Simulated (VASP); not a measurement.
Data:

```
Zn
1.0
    1.32394    -2.29314     0.00000
    1.32394     2.29314     0.00000
    0.00000     0.00000     4.65815
Zn
2
Direct
  0.33333   0.66667   0.21780
  0.66667   0.33333   0.75000
```

All values below come from r2SCAN meta-GGA, VASP's PBE PAW potentials (set 64) (plane waves; VASP). Run with 480 eV cut-off, 14×14×8 Γ-centred mesh, first-order Methfessel-Paxton smearing of 0.10 eV, potentials Zn.

Problem. Which forces act on the atoms, in eV/Å?

Solution. 
```tsv
atom	Fx	Fy	Fz
Zn1	0.000	0.000	0.562
Zn2	0.000	0.000	-0.562
```

Problem. Give the stress tensor in GPa (positive for a compressed cell).

Solution. 
```
1.57  0.00  0.00
0.00  1.57  0.00
0.00  0.00  2.04
```
The pressure is its mean diagonal, 1.73 GPa.

The compound is Zn in the hcp structure. This cell was strained or had an atom moved on purpose.
